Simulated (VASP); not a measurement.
Computed with PBE GGA, VASP's PBE PAW potentials (set 64) (plane waves; VASP 6.6.1).

A VASP calculation is set up with these files.

**INCAR**
```
! general
SYSTEM   =  SnO
PREC     =  Accurate
ENCUT    =  600   ! plane-wave cut-off (eV)
LREAL    =  .FALSE.   ! projection in real space or not
LASPH    =  .TRUE.   ! aspherical one-centre terms

! electronic loop
EDIFF    =  1E-7   ! SCF stop (eV)
NELM     =  100
ALGO     =  Normal
LMAXMIX  =  4

! smearing
ISMEAR   =  0
SIGMA    =  0.05   ! width (eV)

! functional
GGA      =  PE   ! PBE

! ions
IBRION   =  2
NSW      =  40   ! most ionic steps
ISIF     =  3
EDIFFG   =  -0.01   ! ionic stop
PSTRESS  =  20   ! kbar

! output
LWAVE    =  .FALSE.
LCHARG   =  .FALSE.
```

POSCAR:
```
SnO
1.0
  3.8677917741   0.0000000000   0.0000000000
  0.0000000000   3.8677917741   0.0000000000
  0.0000000000   0.0000000000   5.0526422402
Sn O
2 2
Direct
  0.5000000000   1.0000000000   0.7698231033
  1.0000000000   0.5000000000   0.2301768967
  0.5000000000   0.5000000000   1.0000000000
  0.0000000000   0.0000000000   0.0000000000
```

KPOINTS:
```
Automatic mesh
0
Gamma
6 6 4
0 0 0
```

POTCAR, in this order: Sn_d O (PBE.64 set). Program: vasp_std.

The resulting files:

OUTCAR:
```
 ion  position               nearest neighbor table
   1  0.500  0.000  0.770-   3 2.26   4 2.26   3 2.26   4 2.26   2 3.59   2 3.59   2 3.59   2 3.59
  LATTYP: Found a simple tetragonal cell.
 ALAT       =     3.8677917741
 C/A-ratio  =     1.3063377077
 Subroutine PRICEL returns:
 Original cell was already a primitive cell.
 Subroutine GETGRP returns: Found 16 space group operations
The static configuration has the point symmetry D_2d.
 The point group associated with its full space group is D_4h.
The dynamic configuration has the point symmetry D_2d.
 Subroutine INISYM returns: Found 16 space group operations
 Subroutine IBZKPT returns following result:
 Found     30 irreducible k-points:

 Following reciprocal coordinates:
            Coordinates               Weight
  0.000000  0.000000  0.000000      1.000000
  0.166667  0.000000  0.000000      4.000000
  0.333333  0.000000  0.000000      4.000000
  0.500000  0.000000  0.000000      2.000000
  0.166667  0.166667  0.000000      4.000000
  0.333333  0.166667  0.000000      8.000000
  0.500000  0.166667  0.000000      4.000000
  0.333333  0.333333  0.000000      4.000000
  0.500000  0.333333  0.000000      4.000000
  0.500000  0.500000  0.000000      1.000000
  0.000000  0.000000  0.250000      2.000000
  0.166667  0.000000  0.250000      8.000000
  0.333333  0.000000  0.250000      8.000000
  0.500000  0.000000  0.250000      4.000000
  0.166667  0.166667  0.250000      8.000000
  0.333333  0.166667  0.250000     16.000000
  0.500000  0.166667  0.250000      8.000000
  0.333333  0.333333  0.250000      8.000000
  0.500000  0.333333  0.250000      8.000000
  0.500000  0.500000  0.250000      2.000000
  0.000000  0.000000  0.500000      1.000000
  0.166667  0.000000  0.500000      4.000000
  0.333333  0.000000  0.500000      4.000000
...
```

**OSZICAR**
```
...
DAV:   9    -0.227191961957E+02    0.13939E-06   -0.12382E-07   912   0.368E-03    0.676E-04
DAV:  10    -0.227191960815E+02    0.11414E-06   -0.13565E-07  1000   0.300E-03    0.410E-04
DAV:  11    -0.227191960962E+02   -0.14621E-07   -0.22028E-08   768   0.142E-03
   4 F= -.21806935E+02 E0= -.21806935E+02  d E =-.818417E-02
       N       E                     dE             d eps       ncg     rms          rms(c)
DAV:   1    -0.229194040812E+02   -0.20021E+00   -0.14534E+01  2264   0.339E+01    0.295E+00
DAV:   2    -0.227401254050E+02    0.17928E+00   -0.87541E-01  1944   0.879E+00    0.969E-01
DAV:   3    -0.227125237554E+02    0.27602E-01   -0.72628E-02  1880   0.553E+00    0.439E-01
DAV:   4    -0.227066308606E+02    0.58929E-02   -0.23135E-02  2016   0.267E+00    0.134E-01
DAV:   5    -0.227065367045E+02    0.94156E-04   -0.65483E-03  2000   0.838E-01    0.783E-02
DAV:   6    -0.227064232259E+02    0.11348E-03   -0.66474E-04  2440   0.261E-01    0.338E-02
DAV:   7    -0.227064272806E+02   -0.40547E-05   -0.65775E-05  2104   0.882E-02    0.658E-03
DAV:   8    -0.227064262484E+02    0.10322E-05   -0.13208E-05  2184   0.267E-02    0.401E-03
DAV:   9    -0.227064259688E+02    0.27952E-06   -0.90533E-07  1712   0.895E-03    0.139E-03
DAV:  10    -0.227064257670E+02    0.20186E-06   -0.31435E-07  1408   0.644E-03    0.822E-04
DAV:  11    -0.227064257821E+02   -0.15136E-07   -0.39394E-08   792   0.229E-03
   5 F= -.21814431E+02 E0= -.21814162E+02  d E =-.156800E-01
       N       E                     dE             d eps       ncg     rms          rms(c)
DAV:   1    -0.227680850354E+02   -0.61659E-01   -0.33515E+00  2008   0.157E+01    0.155E+00
DAV:   2    -0.227226589638E+02    0.45426E-01   -0.16875E-01  1824   0.389E+00    0.791E-01
DAV:   3    -0.227105875079E+02    0.12071E-01   -0.19917E-02  1896   0.256E+00    0.366E-01
DAV:   4    -0.227076997330E+02    0.28878E-02   -0.64564E-03  2192   0.125E+00    0.836E-02
DAV:   5    -0.227077576351E+02   -0.57902E-04   -0.21112E-03  1784   0.571E-01    0.412E-02
DAV:   6    -0.227077432706E+02    0.14364E-04   -0.23865E-04  1880   0.140E-01    0.152E-02
DAV:   7    -0.227077443259E+02   -0.10553E-05   -0.20905E-05  1784   0.402E-02    0.376E-03
DAV:   8    -0.227077441755E+02    0.15041E-06   -0.18688E-06  1864   0.139E-02    0.108E-03
DAV:   9    -0.227077443018E+02   -0.12628E-06   -0.28561E-07  1456   0.434E-03    0.898E-04
DAV:  10    -0.227077442613E+02    0.40439E-07   -0.60622E-08   784   0.220E-03
   6 F= -.21822045E+02 E0= -.21821769E+02  d E =-.761494E-02
       N       E                     dE             d eps       ncg     rms          rms(c)
DAV:   1    -0.227999383525E+02   -0.92194E-01   -0.52164E+00  1992   0.196E+01    0.195E+00
DAV:   2    -0.227274051395E+02    0.72533E-01   -0.26363E-01  1832   0.483E+00    0.993E-01
DAV:   3    -0.227084728093E+02    0.18932E-01   -0.30193E-02  1880   0.309E+00    0.463E-01
DAV:   4    -0.227037099386E+02    0.47629E-02   -0.94980E-03  2224   0.159E+00    0.104E-01
DAV:   5    -0.227037928158E+02   -0.82877E-04   -0.32326E-03  1800   0.690E-01    0.507E-02
DAV:   6    -0.227037711618E+02    0.21654E-04   -0.36729E-04  1864   0.175E-01    0.190E-02
DAV:   7    -0.227037727162E+02   -0.15544E-05   -0.31813E-05  1824   0.510E-02    0.452E-03
DAV:   8    -0.227037726511E+02    0.65135E-07   -0.26690E-06  1864   0.163E-02    0.133E-03
DAV:   9    -0.227037728412E+02   -0.19015E-06   -0.37039E-07  1528   0.534E-03    0.946E-04
DAV:  10    -0.227037727899E+02    0.51361E-07   -0.74419E-08   784   0.231E-03
   7 F= -.21826059E+02 E0= -.21825740E+02  d E =-.116283E-01
       N       E                     dE             d eps       ncg     rms          rms(c)
DAV:   1    -0.227044863663E+02   -0.71353E-03   -0.91613E-02  2080   0.267E+00    0.257E-01
DAV:   2    -0.227031774885E+02    0.13089E-02   -0.42434E-03  1848   0.736E-01    0.130E-01
DAV:   3    -0.227028467661E+02    0.33072E-03   -0.53155E-04  1888   0.420E-01    0.593E-02
DAV:   4    -0.227027721263E+02    0.74640E-04   -0.17620E-04  2200   0.186E-01    0.126E-02
DAV:   5    -0.227027750042E+02   -0.28779E-05   -0.48352E-05  1816   0.854E-02    0.609E-03
DAV:   6    -0.227027749760E+02    0.28152E-07   -0.52988E-06  1792   0.209E-02    0.235E-03
DAV:   7    -0.227027749743E+02    0.17317E-08   -0.54639E-07  1512   0.627E-03
   8 F= -.21826116E+02 E0= -.21825789E+02  d E =-.116856E-01
       N       E                     dE             d eps       ncg     rms          rms(c)
DAV:   1    -0.227148444087E+02   -0.12069E-01   -0.40971E-01  1776   0.101E+01    0.861E-01
DAV:   2    -0.226993783326E+02    0.15466E-01   -0.64822E-02  1896   0.258E+00    0.293E-01
DAV:   3    -0.226970555618E+02    0.23228E-02   -0.54393E-03  1848   0.150E+00    0.136E-01
DAV:   4    -0.226965027983E+02    0.55276E-03   -0.18131E-03  1872   0.812E-01    0.341E-02
DAV:   5    -0.226964928068E+02    0.99914E-05   -0.44765E-04  2152   0.236E-01    0.179E-02
DAV:   6    -0.226964882300E+02    0.45768E-05   -0.34663E-05  2104   0.585E-02    0.837E-03
DAV:   7    -0.226964892683E+02   -0.10383E-05   -0.35246E-06  2144   0.184E-02    0.318E-03
DAV:   8    -0.226964888786E+02    0.38970E-06   -0.16618E-06  1736   0.159E-02    0.135E-03
DAV:   9    -0.226964887776E+02    0.10106E-06   -0.35536E-07  1040   0.571E-03    0.601E-04
DAV:  10    -0.226964886732E+02    0.10437E-06   -0.67346E-08   720   0.206E-03    0.125E-04
DAV:  11    -0.226964886657E+02    0.74906E-08   -0.15707E-08   720   0.171E-03
   9 F= -.21825734E+02 E0= -.21825376E+02  d E =0.382151E-03
       N       E                     dE             d eps       ncg     rms          rms(c)
DAV:   1    -0.227095096358E+02   -0.13021E-01   -0.19188E-01  1784   0.699E+00    0.584E-01
DAV:   2    -0.227023686579E+02    0.71410E-02   -0.29824E-02  1880   0.175E+00    0.199E-01
DAV:   3    -0.227012924036E+02    0.10763E-02   -0.24895E-03  1832   0.996E-01    0.918E-02
DAV:   4    -0.227010228814E+02    0.26952E-03   -0.83744E-04  1864   0.546E-01    0.227E-02
DAV:   5    -0.227010060682E+02    0.16813E-04   -0.19921E-04  2168   0.157E-01    0.119E-02
DAV:   6    -0.227009987130E+02    0.73551E-05   -0.14954E-05  2088   0.386E-02    0.558E-03
DAV:   7    -0.227009979657E+02    0.74736E-06   -0.15660E-06  2136   0.125E-02    0.224E-03
DAV:   8    -0.227009980734E+02   -0.10768E-06   -0.78397E-07  1680   0.111E-02    0.860E-04
DAV:   9    -0.227009981497E+02   -0.76328E-07   -0.15445E-07   960   0.377E-03
  10 F= -.21826223E+02 E0= -.21825886E+02  d E =-.106819E-03
       N       E                     dE             d eps       ncg     rms          rms(c)
DAV:   1    -0.227010490893E+02   -0.51016E-04   -0.28002E-05  1792   0.844E-02    0.708E-03
DAV:   2    -0.227010481670E+02    0.92236E-06   -0.44272E-06  1920   0.213E-02    0.243E-03
DAV:   3    -0.227010480246E+02    0.14234E-06   -0.33458E-07   968   0.123E-02    0.112E-03
DAV:   4    -0.227010478828E+02    0.14185E-06   -0.13742E-07   760   0.695E-03    0.291E-04
DAV:   5    -0.227010477760E+02    0.10676E-06   -0.49875E-08   720   0.316E-03    0.113E-04
DAV:   6    -0.227010477622E+02    0.13836E-07   -0.14784E-08   720   0.175E-03
  11 F= -.21826223E+02 E0= -.21825886E+02  d E =-.106814E-03
       N       E                     dE             d eps       ncg     rms          rms(c)
DAV:   1    -0.227006643009E+02    0.38348E-03   -0.14383E-02  2224   0.125E+00    0.982E-02
DAV:   2    -0.227004787903E+02    0.18551E-03   -0.74437E-04  1968   0.309E-01    0.368E-02
DAV:   3    -0.227004401914E+02    0.38599E-04   -0.82551E-05  1912   0.182E-01    0.167E-02
DAV:   4    -0.227004343611E+02    0.58303E-05   -0.27136E-05  2160   0.817E-02    0.395E-03
DAV:   5    -0.227004358011E+02   -0.14399E-05   -0.58830E-06  1960   0.296E-02    0.179E-03
DAV:   6    -0.227004357773E+02    0.23793E-07   -0.32688E-07  1064   0.792E-03
  12 F= -.21826252E+02 E0= -.21825907E+02  d E =-.288928E-04
```

### OUTCAR
```
------------------------ aborting loop because EDIFF is reached ----------------------------------------
  FORCE on cell =-STRESS in cart. coord.  units (eV):
  Direction    XX          YY          ZZ          XY          YZ          ZX
  --------------------------------------------------------------------------------------
  Total        0.8684042      0.8684042      0.8728307      0.0000000     -0.0000000      0.0000000
  in kB       19.8677699     19.8677699     19.9690400      0.0000000     -0.0000000      0.0000000
  external PRESSURE =      -0.0984734 kB  Pullay stress =      20.0000000 kB
  volume of cell :       70.03
      direct lattice vectors                 reciprocal lattice vectors
     3.835044180  0.000000000  0.000000000     0.260753189  0.000000000  0.000000000
     0.000000000  3.835044180 -0.000000000     0.000000000  0.260753189 -0.000000000
     0.000000000  0.000000000  4.761487491     0.000000000  0.000000000  0.210018403
 POSITION                                       TOTAL-FORCE (eV/Angst)
 -----------------------------------------------------------------------------------
      1.91752      0.00000      3.59785        -0.000000     -0.000000     -0.006894
      3.83504      1.91752      1.16364         0.000000      0.000000      0.006894
      1.91752      1.91752     -0.00000         0.000000      0.000000      0.000000
      0.00000      0.00000      0.00000         0.000000     -0.000000      0.000000
 -----------------------------------------------------------------------------------
    total drift:                                0.000000      0.000000     -0.000000
  FREE ENERGIE OF THE ION-ELECTRON SYSTEM (eV)
  ---------------------------------------------------
  free  energy   TOTEN  =       -22.7004357773 eV

  energy  without entropy=      -22.6997466517  energy(sigma->0) =      -22.70009121
  enthalpy is  TOTEN    =       -21.8262518771 eV   P V=        0.8741839002

 reached required accuracy - stopping structural energy minimisation
```
(Selected blocks of OUTCAR.)

**CONTCAR**
```
SnO
   1.00000000000000
     3.8350441800046164    0.0000000000000000    0.0000000000000000
     0.0000000000000000    3.8350441800046164   -0.0000000000000000
     0.0000000000000000    0.0000000000000000    4.7614874910646163
  Sn              O
     2     2
Direct
     0.5000000000000000    0.0000000000000000    0.7556143314220246
     1.0000000000000000    0.5000000000000000    0.2443856685779754
     0.5000000000000000    0.5000000000000000    0.0000000000000000
     0.0000000000000000    0.0000000000000000    0.0000000000000000
```

Energy and stress use the plane-wave basis of the starting cell. Without a dispersion term in the relaxation, distances and binding between the weakly bound layers, chains or molecules are unreliable, and so is what depends on them.

The compound is SnO in the litharge structure. This run relaxes it under an external pressure of 2 GPa. Symmetry was kept, so distortions that lower it aren't found. The k-mesh is coarse (spacing up to 0.33 per Å, 2π included), so the numbers may not be converged in it.
